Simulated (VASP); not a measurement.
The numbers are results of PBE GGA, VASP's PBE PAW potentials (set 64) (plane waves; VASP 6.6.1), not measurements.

The input files of a VASP run:

**POSCAR**
```
PbO
16.3659340
  0.2323159192   0.0000000000   0.0000000000
  0.0000000000   0.2323159192   0.0000000000
  0.0000000000   0.0000000000   1.0000000000
Pb O
2 2
Cart
  0.1161579596   0.0000000000   0.5722820000
  0.0000000000   0.1161579596   0.4277180000
  0.0000000000   0.0000000000   0.5000000000
  0.1161579596   0.1161579596   0.5000000000
```

**KPOINTS**
```
kpoints
0
gamma
  5 5 1
0 0 0
```

INCAR:
```
# general
SYSTEM  = PbO
PREC    = Accurate
ENCUT   = 400   # plane-wave cut-off (eV)
LREAL   = .FALSE.
LASPH   = .TRUE.   # aspherical one-centre terms

# electronic loop
EDIFF   = 1E-6   # SCF stop (eV)
NELM    = 100
ALGO    = Normal
LMAXMIX = 4

# smearing
ISMEAR  = 0   # Gaussian
SIGMA   = 0.2

# functional
GGA     = PE   # PBE

# ions
ISIF    = 2   # forces and stress, cell fixed

# output
LWAVE   = .FALSE.
LCHARG  = .FALSE.
```

POTCAR, in this order: Pb_d O (PBE.64 set). Program: vasp_std.

The resulting files:

### OUTCAR
```
 ion  position               nearest neighbor table
   1  0.500  0.000  0.572-   3 2.24   4 2.24   4 2.24   3 2.24   2 3.58   2 3.58   2 3.58   2 3.58
  LATTYP: Found a simple tetragonal cell.
 ALAT       =     3.8020670000
 C/A-ratio  =     4.3044833245
 Subroutine PRICEL returns:
 Original cell was already a primitive cell.
 Subroutine GETGRP returns: Found 16 space group operations
The static configuration has the point symmetry D_2d.
 The point group associated with its full space group is D_4h.
The dynamic configuration has the point symmetry D_2d.
 Subroutine INISYM returns: Found 16 space group operations
 Subroutine IBZKPT returns following result:
 Found      6 irreducible k-points:

 Following reciprocal coordinates:
            Coordinates               Weight
  0.000000  0.000000  0.000000      1.000000
  0.200000  0.000000  0.000000      4.000000
  0.400000  0.000000  0.000000      4.000000
  0.200000  0.200000  0.000000      4.000000
  0.400000  0.200000  0.000000      8.000000
  0.400000  0.400000  0.000000      4.000000
   k-points           NKPTS =      6   k-points in BZ     NKDIM =      6   number of bands    NBANDS=     24
   number of dos      NEDOS =    301   number of ions     NIONS =      4
   total plane-waves  NPLWV =  84672
   dimension x,y,z NGX =    28 NGY =   28 NGZ =  108
   dimension x,y,z NGXF=    56 NGYF=   56 NGZF=  216
   ions per type =               2   2
   PREC   = accura    normal or accurate (medium, high low for compatibility)
   ISTART =      0    job   : 0-new  1-cont  2-samecut
   ICHARG =      2    charge: 1-file 2-atom 10-const
   ISPIN  =      1    spin polarized calculation?
   LNONCOLLINEAR =      F non collinear calculations
   LSORBIT =      F    spin-orbit coupling
   INIWAV =      1    electr: 0-lowe 1-rand  2-diag
   ENCUT  =  400.0 eV  29.40 Ry    5.42 a.u.   6.20  6.20 26.69*2*pi/ulx,y,z
   NELM   =    100;   NELMIN=  2; NELMDL= -5     # of ELM steps
   EDIFF  = 0.1E-05   stopping-criterion for ELM
   LREAL  =      F    real-space projection
...
```

OSZICAR:
```
       N       E                     dE             d eps       ncg     rms          rms(c)
DAV:   1     0.430369751457E+03    0.43037E+03   -0.16224E+04   296   0.121E+03
DAV:   2     0.379704600517E+02   -0.39240E+03   -0.38860E+03   352   0.386E+02
DAV:   3    -0.241317264825E+02   -0.62102E+02   -0.61701E+02   392   0.182E+02
DAV:   4    -0.259053019232E+02   -0.17736E+01   -0.17732E+01   336   0.402E+01
DAV:   5    -0.259540777872E+02   -0.48776E-01   -0.48754E-01   400   0.578E+00    0.124E+01
DAV:   6    -0.210721473618E+02    0.48819E+01   -0.31641E+01   488   0.480E+01    0.427E+00
DAV:   7    -0.211248633856E+02   -0.52716E-01   -0.25386E+00   352   0.108E+01    0.279E+00
DAV:   8    -0.211095861903E+02    0.15277E-01   -0.12406E+00   488   0.102E+01    0.168E+00
DAV:   9    -0.210358539467E+02    0.73732E-01   -0.45056E-01   472   0.611E+00    0.334E-01
DAV:  10    -0.210425022959E+02   -0.66483E-02   -0.31151E-02   336   0.122E+00    0.143E-01
DAV:  11    -0.210408216424E+02    0.16807E-02   -0.16787E-02   456   0.106E+00    0.155E-01
DAV:  12    -0.210406533538E+02    0.16829E-03   -0.18899E-03   400   0.663E-01    0.805E-02
DAV:  13    -0.210405725370E+02    0.80817E-04   -0.25650E-03   424   0.377E-01    0.689E-02
DAV:  14    -0.210406198189E+02   -0.47282E-04   -0.80467E-04   408   0.281E-01    0.307E-02
DAV:  15    -0.210407359257E+02   -0.11611E-03   -0.68798E-05   344   0.690E-02    0.146E-02
DAV:  16    -0.210409991078E+02   -0.26318E-03   -0.14702E-04   432   0.133E-01    0.206E-02
DAV:  17    -0.210410499179E+02   -0.50810E-04   -0.48682E-05   408   0.773E-02    0.324E-03
DAV:  18    -0.210411413269E+02   -0.91409E-04   -0.14689E-05   280   0.233E-02    0.350E-03
DAV:  19    -0.210411439235E+02   -0.25966E-05   -0.11345E-06   264   0.133E-02    0.193E-03
DAV:  20    -0.210411482830E+02   -0.43595E-05   -0.64164E-07   224   0.473E-03    0.425E-04
DAV:  21    -0.210411484994E+02   -0.21637E-06   -0.10122E-07   264   0.359E-03
   1 F= -.21041148E+02 E0= -.21041148E+02  d E =-.490924E-11
```

OUTCAR:
```
------------------------ aborting loop because EDIFF is reached ----------------------------------------
  FORCE on cell =-STRESS in cart. coord.  units (eV):
  Direction    XX          YY          ZZ          XY          YZ          ZX
  --------------------------------------------------------------------------------------
  Total        5.8752613      5.8752613      3.6760718      0.0000000     -0.0000000      0.0000000
  in kB       39.7884886     39.7884886     24.8951208      0.0000000     -0.0000000      0.0000000
  external PRESSURE =      34.8240327 kB  Pullay stress =       0.0000000 kB
  volume of cell :      236.58
      direct lattice vectors                 reciprocal lattice vectors
     3.802067000  0.000000000  0.000000000     0.263014829  0.000000000  0.000000000
     0.000000000  3.802067000  0.000000000     0.000000000  0.263014829  0.000000000
     0.000000000  0.000000000 16.365934000     0.000000000  0.000000000  0.061102532
 POSITION                                       TOTAL-FORCE (eV/Angst)
 -----------------------------------------------------------------------------------
      1.90103      0.00000      9.36593        -0.000000      0.000000      2.104211
      0.00000      1.90103      7.00000         0.000000      0.000000     -2.104211
      0.00000      0.00000      8.18297         0.000000      0.000000      0.000000
      1.90103      1.90103      8.18297         0.000000      0.000000      0.000000
 -----------------------------------------------------------------------------------
    total drift:                                0.000000      0.000000      0.000000
  FREE ENERGIE OF THE ION-ELECTRON SYSTEM (eV)
  ---------------------------------------------------
  free  energy   TOTEN  =       -21.0411484994 eV

  energy  without entropy=      -21.0411484994  energy(sigma->0) =      -21.04114850
```
(Selected blocks of OUTCAR.)

At this cut-off the stress carries a Pulay error, which pulls relaxed volumes low. The cell holds a wide vacuum, so values per volume refer to the whole cell.

The cell is a sheet with vacuum, built from a generated structure.
